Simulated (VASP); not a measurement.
A cell of Na2S (antifluorite) near equilibrium:

```yaml
crystal:
  lattice:
    - [0.00000, 3.24949, 3.24949]
    - [3.24949, 0.00000, 3.24949]
    - [3.24949, 3.24949, 0.00000]
  atoms:
    - { symbol: Na, position: [0.25000, 0.25000, 0.25000] }
    - { symbol: Na, position: [0.75000, 0.75000, 0.75000] }
    - { symbol: S, position: [0.00000, 0.00000, 0.00000] }
```

Level of theory: PBEsol GGA, VASP's PBE PAW potentials (set 64) (plane waves; VASP).

```tsv
run	ΔE (meV/atom)	σxx	σyy	σzz	largest shear component, with its sign (GPa)	largest force (eV/Å)	gap (eV)
as it is	0.0	0.05	0.05	0.05	0.00	0.000	2.43
after one change	2.4	0.11	0.11	0.11	0.85	0.060	2.38
```
Stress is in GPa, positive when the cell is compressed; gaps are those on the k-mesh, and 0.00 means metallic.

What was changed between the two runs?
A. isotropic strain of -3.0 %
B. shear strain γ_xz = -4.0 %
C. uniaxial strain of +1.0 % along y
D. isotropic strain of -1.0 %

B, shear strain γ_xz = -4.0 %

The compound is Na2S in the antifluorite structure.
